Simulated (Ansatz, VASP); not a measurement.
# Cross-check of FeSi2 (Linzhiite) between VASP and Ansatz

One calculation is typed for both programs; each brings its own data sets. How far apart do they land? The cell is taken from a series of runs on this material, whose earlier steps may have relaxed, scaled, displaced or heated it; both programs get it as it stands.

Program: Ansatz 0.2.0. Level of theory: plane waves, with VASP 6.6.1 beside it; zone-centre phonons at PBEsol. Results are calculated unless marked as measured.

**1. The starting structure**

The structure is tetragonal, space group P4/mmm (No. 123). Conventional cell: a = 2.689 Å, b = 2.689 Å, c = 5.005 Å, α = 90.00°, β = 90.00°, γ = 90.00°. Nearest to Si lie 1 Si at 2.29 Å and 4 Fe at 2.34 Å. Nearest to Fe lie 8 Si at 2.34 Å. Farther neighbours are not listed.

Structure file:

```cif
data_structure
_symmetry_space_group_name_H-M 'P4/mmm'
_symmetry_Int_Tables_number 123
_cell_length_a 2.6889
_cell_length_b 2.6889
_cell_length_c 5.0048
_cell_angle_alpha 90.000
_cell_angle_beta 90.000
_cell_angle_gamma 90.000
_cell_volume 36.18
loop_
_atom_site_label
_atom_site_type_symbol
_atom_site_symmetry_multiplicity
_atom_site_Wyckoff_symbol
_atom_site_fract_x
_atom_site_fract_y
_atom_site_fract_z
_atom_site_occupancy
Si1 Si 2 h 0.50000 0.50000 0.27121 1
Fe1 Fe 1 a 0.00000 0.00000 0.00000 1
```

**2. VASP: zone-centre phonons, PBEsol**

Second derivatives magnify differences that forces hide, and they need a tight electronic threshold.

Lines of VASP's logs that name or quote its potential files are left out, and so is its time.

File INCAR:

```
SYSTEM = FeSi2
PREC = Accurate
ENCUT = 600
EDIFF = 1E-08
NELM = 120
ISMEAR = 1
SIGMA = 0.2
LREAL = .FALSE.
ALGO = Normal
GGA = PS
NBANDS = 14
LASPH = .TRUE.
LORBIT = 11
LWAVE = .FALSE.
LCHARG = .FALSE.
ISIF = 2
IBRION = 8
GGA_COMPAT = .FALSE.
KPAR = 2
```

File POSCAR:

```
FeSi2
1.0
    2.6888643597      0.0000000000      0.0000000000
    0.0000000000      2.6888643597      0.0000000000
    0.0000000000      0.0000000000      5.0048108397
Si Fe
2 1
Direct
    0.5000000000      0.5000000000      0.2712117453
    0.5000000000      0.5000000000      0.7287882547
    0.0000000000      0.0000000000      0.0000000000
```

File KPOINTS:

```
Automatic mesh
0
Gamma
16 16 8
0 0 0
```

The projector-augmented-wave data sets are Si and Fe (PBE family, release 64).

The run is started by

```
$ mpirun -np 2 vasp_std
```

Numbers of over 12 decimals in the logs are rounded to 6 here.

What it wrote:

```text
[banner, memory and clock lines left out]
running    2 mpi-ranks, on    1 nodes
 distrk:  each k-point on    1 cores,    2 groups
 distr:  one band on    1 cores,    1 groups

 POSCAR found type information on POSCAR SiFe
 POSCAR found :  2 types and       3 ions
|                                                                             |
|               ----> ADVICE to this user running VASP <----                  |
|                                                                             |
|     You enforced a specific xc type in the INCAR file but a different       |
|     [... a line on the potential file left out ...]
|     I HOPE YOU KNOW WHAT YOU ARE DOING!                                     |
|                                                                             |

 LDA part: xc-table for (Slater+PW92), standard interpolation
 POSCAR, INCAR and KPOINTS ok, starting setup
 FFT: planning ... GRIDC
 FFT: planning ... GRID_SOFT
 FFT: planning ... GRID
 WAVECAR not read
 entering main loop
       N       E                     dE             d eps       ncg     rms          rms(c)
DAV:   1     0.663973819096E+02    0.66397E+02   -0.78633E+03  6372   0.130E+03
DAV:   2    -0.195431447669E+02   -0.85941E+02   -0.76351E+02  6462   0.230E+02
DAV:   3    -0.236660606512E+02   -0.41229E+01   -0.39596E+01  8550   0.559E+01
DAV:   4    -0.237570965167E+02   -0.91036E-01   -0.90920E-01  7146   0.775E+00
DAV:   5    -0.237594977523E+02   -0.24012E-02   -0.24008E-02  8672   0.135E+00    0.181E+01
DAV:   6    -0.270005413879E+02   -0.32410E+01   -0.20369E+01  8102   0.109E+02    0.201E+01
DAV:   7    -0.220790139932E+02    0.49215E+01   -0.16292E+01  8366   0.960E+01    0.528E+00
DAV:   8    -0.219637752933E+02    0.11524E+00   -0.72199E-01  8406   0.858E+00    0.190E+00
DAV:   9    -0.219304692230E+02    0.33306E-01   -0.72471E-02  8426   0.552E+00    0.724E-01
DAV:  10    -0.219287126282E+02    0.17566E-02   -0.48348E-03  8010   0.654E-01    0.124E-01
DAV:  11    -0.219286819387E+02    0.30690E-04   -0.18830E-04  9086   0.219E-01    0.726E-02
DAV:  12    -0.219286748460E+02    0.70927E-05   -0.27327E-05  8754   0.609E-02    0.151E-02
DAV:  13    -0.219286743203E+02    0.52572E-06   -0.13085E-06  7638   0.913E-03    0.572E-03
DAV:  14    -0.219286743899E+02   -0.69663E-07   -0.10986E-07  8146   0.231E-03    0.139E-03
DAV:  15    -0.219286744298E+02   -0.39912E-07   -0.98902E-09  5176   0.107E-03    0.606E-04
DAV:  16    -0.219286744247E+02    0.50877E-08   -0.23856E-09  4284   0.467E-04
   1 F= -.21928674E+02 E0= -.21929271E+02  d E =0.178892E-02
 Linear response reoptimize wavefunctions to high precision
DAV:   1    -0.219286744238E+02    0.91359E-09   -0.60319E-10  5022   0.374E-04
DAV:   2    -0.219286744238E+02   -0.15234E-10   -0.17441E-10  3858   0.127E-04
 Linear response DOF=           4
 Linear response progress:
  Degree of freedom:   1/  4
       N       E                     dE             d eps       ncg     rms          rms(c)
RMM:   1    -0.125265265008E-01   -0.12527E-01    0.35821E-05 36293   0.891E-01
RMM:   2    -0.117006783076E-01    0.82585E-03   -0.43035E-04 22121   0.405E-01    0.709E-02
RMM:   3    -0.117735171643E-01   -0.72839E-04   -0.26638E-04 26990   0.128E-01    0.392E-02
RMM:   4    -0.118848829439E-01   -0.11137E-03   -0.36293E-05 25306   0.538E-02    0.599E-03
RMM:   5    -0.118838368718E-01    0.10461E-05   -0.64080E-06 28467   0.169E-02    0.333E-03
RMM:   6    -0.118618821400E-01    0.21955E-04   -0.11226E-06 26885   0.793E-03    0.119E-03
RMM:   7    -0.118694575761E-01   -0.75754E-05   -0.47440E-08 26065   0.321E-03    0.273E-04
RMM:   8    -0.118693143430E-01    0.14323E-06   -0.90833E-09 27146   0.993E-04    0.220E-04
RMM:   9    -0.118690991089E-01    0.21523E-06   -0.70258E-09 24512   0.386E-04    0.323E-05
RMM:  10    -0.118691281748E-01   -0.29066E-07    0.12872E-10 28867   0.122E-04    0.154E-05
RMM:  11    -0.118691916134E-01   -0.63439E-07    0.10105E-10 28656   0.353E-05    0.544E-06
RMM:  12    -0.118691681026E-01    0.23511E-07   -0.29683E-10 27075   0.170E-05    0.253E-06
RMM:  13    -0.118691620941E-01    0.60085E-08    0.74294E-11 29197   0.116E-05    0.654E-07
 first order change of Fermi-energy   0.19454E-04
 force on displaced ion       1 direction 1 :  -5.200   0.000   0.000
 Linear response progress:
  Degree of freedom:   2/  4
       N       E                     dE             d eps       ncg     rms          rms(c)
RMM:   1    -0.329494904060E-01   -0.32949E-01    0.10604E-01 14539   0.167E+00
RMM:   2    -0.309206530310E-01    0.20288E-02   -0.17371E-03  8652   0.664E-01    0.195E-01
RMM:   3    -0.314772288157E-01   -0.55658E-03   -0.17902E-03  7941   0.531E-01    0.259E-01
RMM:   4    -0.309278303241E-01    0.54940E-03   -0.78764E-04  7423   0.399E-01    0.809E-02
RMM:   5    -0.310507591536E-01   -0.12293E-03   -0.18198E-04 10217   0.939E-02    0.244E-02
RMM:   6    -0.310683201358E-01   -0.17561E-04   -0.15482E-05  9393   0.339E-02    0.107E-02
RMM:   7    -0.310767860348E-01   -0.84659E-05   -0.18042E-06  9013   0.182E-02    0.171E-03
RMM:   8    -0.310771617172E-01   -0.37568E-06   -0.64448E-07 10762   0.636E-03    0.785E-04
RMM:   9    -0.310763573027E-01    0.80441E-06   -0.76422E-08 10312   0.184E-03    0.450E-04
RMM:  10    -0.310767009790E-01   -0.34368E-06    0.16241E-08  9714   0.844E-04    0.724E-05
RMM:  11    -0.310766667027E-01    0.34276E-07   -0.90049E-09 10697   0.280E-04    0.326E-05
RMM:  12    -0.310766352780E-01    0.31425E-07   -0.28886E-09 10563   0.812E-05    0.114E-05
RMM:  13    -0.310766255038E-01    0.97742E-08   -0.66389E-10  9895   0.350E-05    0.362E-06
 first order change of Fermi-energy   0.51486E-01
 force on displaced ion       1 direction 3 :   0.000   0.000 -22.068
 Linear response progress:
  Degree of freedom:   3/  4
       N       E                     dE             d eps       ncg     rms          rms(c)
RMM:   1    -0.164664452560E+00   -0.16466E+00   -0.86409E-02 18695   0.256E+00
RMM:   2    -0.164240935041E+00    0.42352E-03   -0.20082E-03 15327   0.548E-01    0.208E-01
RMM:   3    -0.164049290565E+00    0.19164E-03   -0.37240E-04 17839   0.135E-01    0.124E-01
RMM:   4    -0.164486709275E+00   -0.43742E-03   -0.36015E-04 18217   0.135E-01    0.989E-03
RMM:   5    -0.164426222837E+00    0.60486E-04   -0.86760E-06 18380   0.255E-02    0.673E-03
RMM:   6    -0.164419860819E+00    0.63620E-05   -0.12387E-06 15238   0.143E-02    0.589E-03
RMM:   7    -0.164413947078E+00    0.59137E-05   -0.32804E-07 14823   0.861E-03    0.806E-04
RMM:   8    -0.164407980654E+00    0.59664E-05   -0.10245E-07 19037   0.227E-03    0.331E-04
RMM:   9    -0.164406812496E+00    0.11682E-05   -0.10701E-08 17817   0.760E-04    0.931E-05
RMM:  10    -0.164406086793E+00    0.72570E-06   -0.13461E-09 19201   0.238E-04    0.463E-05
RMM:  11    -0.164406113090E+00   -0.26297E-07   -0.56370E-10 18720   0.875E-05    0.132E-05
RMM:  12    -0.164406131802E+00   -0.18712E-07   -0.68934E-10 19370   0.374E-05    0.295E-06
RMM:  13    -0.164406125131E+00    0.66712E-08   -0.64511E-10 19686   0.177E-05    0.936E-07
 first order change of Fermi-energy   0.53725E-03
 force on displaced ion       3 direction 1 :  -9.734  -0.000   0.000
 Linear response progress:
  Degree of freedom:   4/  4
       N       E                     dE             d eps       ncg     rms          rms(c)
RMM:   1    -0.188097043310E+00   -0.18810E+00   -0.10218E-01 11403   0.239E+00
RMM:   2    -0.181499984335E+00    0.65971E-02   -0.19509E-03  8017   0.754E-01    0.238E-01
RMM:   3    -0.180596160880E+00    0.90382E-03   -0.17600E-03  9837   0.286E-01    0.128E-01
RMM:   4    -0.180720270946E+00   -0.12411E-03   -0.39430E-04 10119   0.114E-01    0.588E-02
RMM:   5    -0.180992333936E+00   -0.27206E-03   -0.11759E-04  9678   0.877E-02    0.118E-02
RMM:   6    -0.181004424919E+00   -0.12091E-04   -0.72613E-06  8338   0.312E-02    0.800E-03
RMM:   7    -0.181010363992E+00   -0.59391E-05   -0.23443E-06  9006   0.146E-02    0.293E-03
RMM:   8    -0.180993518149E+00    0.16846E-04   -0.66371E-07  9927   0.546E-03    0.633E-04
RMM:   9    -0.180992983459E+00    0.53469E-06   -0.77862E-08 10055   0.205E-03    0.589E-04
RMM:  10    -0.180991954456E+00    0.10290E-05   -0.96325E-09 10649   0.523E-04    0.357E-04
RMM:  11    -0.180991797874E+00    0.15658E-06   -0.63094E-09 10475   0.393E-04    0.615E-05
RMM:  12    -0.180991937712E+00   -0.13984E-06   -0.23021E-09 10675   0.143E-04    0.267E-05
RMM:  13    -0.180991947046E+00   -0.93340E-08    0.36051E-11 10417   0.573E-05    0.122E-05
 first order change of Fermi-energy   0.34498E-02
 force on displaced ion       3 direction 3 :  -0.000   0.000 -14.941
 Linear response finished
```

From OUTCAR (step 2):

```text
ion  position               nearest neighbor table
   1  0.500  0.500  0.271-   2 2.29   3 2.34   3 2.34   3 2.34   3 2.34   2 2.71
   2  0.500  0.500  0.729-   1 2.29   3 2.34   3 2.34   3 2.34   3 2.34   1 2.71
   3  0.000  0.000  0.000-   1 2.34   2 2.34   1 2.34   2 2.34   1 2.34   2 2.34   1 2.34   2 2.34

  LATTYP: Found a simple tetragonal cell.
 ALAT       =     2.6888643597
 C/A-ratio  =     1.8613102672

 Subroutine GETGRP returns: Found 16 space group operations
 (whereof 16 operations were pure point group operations)

The static configuration has the point symmetry D_4h.

 Found    225 irreducible k-points:

   k-points           NKPTS =    225   k-points in BZ     NKDIM =    225   number of bands    NBANDS=     14

   dimension x,y,z NGX =    24 NGY =   24 NGZ =   40
   dimension x,y,z NGXF=    48 NGYF=   48 NGZF=   80

   ENCUT  =  600.0 eV  44.10 Ry    6.64 a.u.   5.37  5.37 10.00*2*pi/ulx,y,z

   NELECT =      16.0000    total number of electrons

 k-points in reciprocal lattice and weights: Automatic mesh
   0.00000000  0.00000000  0.00000000       0.000
   0.06250000  0.00000000  0.00000000       0.002
   0.12500000  0.00000000  0.00000000       0.002
   0.18750000  0.00000000  0.00000000       0.002
   0.25000000  0.00000000  0.00000000       0.002
   0.31250000  0.00000000  0.00000000       0.002
   0.37500000  0.00000000  0.00000000       0.002
   0.43750000  0.00000000  0.00000000       0.002
   0.50000000  0.00000000  0.00000000       0.001
[...]
0.50000000  0.43750000  0.50000000       0.002
   0.50000000  0.50000000  0.50000000       0.000

 average (electrostatic) potential at core
       1 -79.4116       2 -79.4116       3 -39.1092

  Total        0.0968765      0.0968765      2.1886822      0.0000000      0.0000000     -0.0000000
  in kB        4.2894681      4.2894681     96.9098294      0.0000000      0.0000000     -0.0000000
  external PRESSURE =      35.1629218 kB  Pullay stress =       0.0000000 kB

  energy-cutoff  :      600.00
  volume of cell :       36.18
      direct lattice vectors                 reciprocal lattice vectors
     2.688864360  0.000000000  0.000000000     0.371904219  0.000000000  0.000000000
     0.000000000  2.688864360  0.000000000     0.000000000  0.371904219  0.000000000
     0.000000000  0.000000000  5.004810840     0.000000000  0.000000000  0.199807751

 POSITION                                       TOTAL-FORCE (eV/Angst)
 -----------------------------------------------------------------------------------
      1.34443      1.34443      1.35736        -0.000000     -0.000000      0.017254
      1.34443      1.34443      3.64745         0.000000      0.000000     -0.017254
      0.00000      0.00000      0.00000        -0.000000     -0.000000      0.000000
 -----------------------------------------------------------------------------------
    total drift:                               -0.000000      0.000000      0.000000

 Eigenvectors and eigenvalues of the dynamical matrix
 ----------------------------------------------------

   1 f  =   17.865363 THz   112.251385 2PiTHz  595.924355 cm-1    73.885170 meV
             X         Y         Z           dx          dy          dz
      1.344432  1.344432  1.357363     0.000000    0.000000    0.707107
      1.344432  1.344432  3.647447     0.000000    0.000000   -0.707107
      0.000000  0.000000  0.000000     0.000000   -0.000000   -0.000000

   2 f  =   11.414195 THz    71.717503 2PiTHz  380.736568 cm-1    47.205297 meV
             X         Y         Z           dx          dy          dz
      1.344432  1.344432  1.357363     0.000000   -0.000000    0.499069
      1.344432  1.344432  3.647447     0.000000   -0.000000    0.499069
      0.000000  0.000000  0.000000    -0.000000    0.000000   -0.708421

   3 f  =    9.212800 THz    57.885729 2PiTHz  307.305928 cm-1    38.101062 meV
             X         Y         Z           dx          dy          dz
      1.344432  1.344432  1.357363     0.459790   -0.194029    0.000000
      1.344432  1.344432  3.647447     0.459790   -0.194029   -0.000000
      0.000000  0.000000  0.000000    -0.652706    0.275439    0.000000

   4 f  =    9.212800 THz    57.885729 2PiTHz  307.305928 cm-1    38.101062 meV
             X         Y         Z           dx          dy          dz
      1.344432  1.344432  1.357363     0.194029    0.459790   -0.000000
      1.344432  1.344432  3.647447     0.194029    0.459790   -0.000000
      0.000000  0.000000  0.000000    -0.275439   -0.652706   -0.000000

   5 f  =    6.943950 THz    43.630123 2PiTHz  231.625230 cm-1    28.717855 meV
             X         Y         Z           dx          dy          dz
      1.344432  1.344432  1.357363     0.007964    0.707062   -0.000000
      1.344432  1.344432  3.647447    -0.007964   -0.707062    0.000000
      0.000000  0.000000  0.000000    -0.000000   -0.000000   -0.000000

   6 f  =    6.943950 THz    43.630123 2PiTHz  231.625230 cm-1    28.717855 meV
             X         Y         Z           dx          dy          dz
      1.344432  1.344432  1.357363     0.707062   -0.007964   -0.000000
      1.344432  1.344432  3.647447    -0.707062    0.007964    0.000000
      0.000000  0.000000  0.000000     0.000000   -0.000000    0.000000

   7 f/i=    0.004140 THz     0.026015 2PiTHz    0.138110 cm-1     0.017123 meV
             X         Y         Z           dx          dy          dz
      1.344432  1.344432  1.357363     0.099044    0.491056    0.000000
      1.344432  1.344432  3.647447     0.099044    0.491056    0.000000
      0.000000  0.000000  0.000000     0.139541    0.691836    0.000000

   8 f/i=    0.004140 THz     0.026015 2PiTHz    0.138110 cm-1     0.017123 meV
             X         Y         Z           dx          dy          dz
      1.344432  1.344432  1.357363    -0.491056    0.099044    0.000000
      1.344432  1.344432  3.647447    -0.491056    0.099044    0.000000
      0.000000  0.000000  0.000000    -0.691836    0.139541    0.000000

   9 f/i=    0.004770 THz     0.029970 2PiTHz    0.159104 cm-1     0.019726 meV
             X         Y         Z           dx          dy          dz
      1.344432  1.344432  1.357363     0.000000   -0.000000    0.500929
      1.344432  1.344432  3.647447     0.000000   -0.000000    0.500929
      0.000000  0.000000  0.000000     0.000000   -0.000000    0.705791

 ELASTIC MODULI CONTR FROM IONIC RELAXATION (kBar)
 Direction    XX          YY          ZZ          XY          YZ          ZX
 --------------------------------------------------------------------------------
 XX        -168.8422   -168.8422     79.4337      0.0000     -0.0000     -0.0000
 YY        -168.8422   -168.8422     79.4337      0.0000     -0.0000     -0.0000
 ZZ          79.4337     79.4337    -37.3705     -0.0000      0.0000      0.0000
 XY           0.0000      0.0000     -0.0000     -0.0000      0.0000      0.0000
 YZ          -0.0000     -0.0000      0.0000      0.0000   -679.2537      0.0000
 ZX          -0.0000     -0.0000      0.0000      0.0000     -0.0000   -533.7489
 --------------------------------------------------------------------------------
```

This run has no spin polarisation, so a moment on Fe, if there is one, isn't seen.

(Part 1 of 2 ends here.)

[Lines on the potential files, build, host, timing and source positions are cut from VASP's logs without a mark.]

[Logs are printed without paths, hosts, clocks, repeated set-up lines and the standing remarks that a program may print on its own settings, such as how far it seeks lower states.]

[Hosts, paths, dates, database ids (printed as entryN), source tags and the programs' standing remarks are cut or masked in the printed files.]
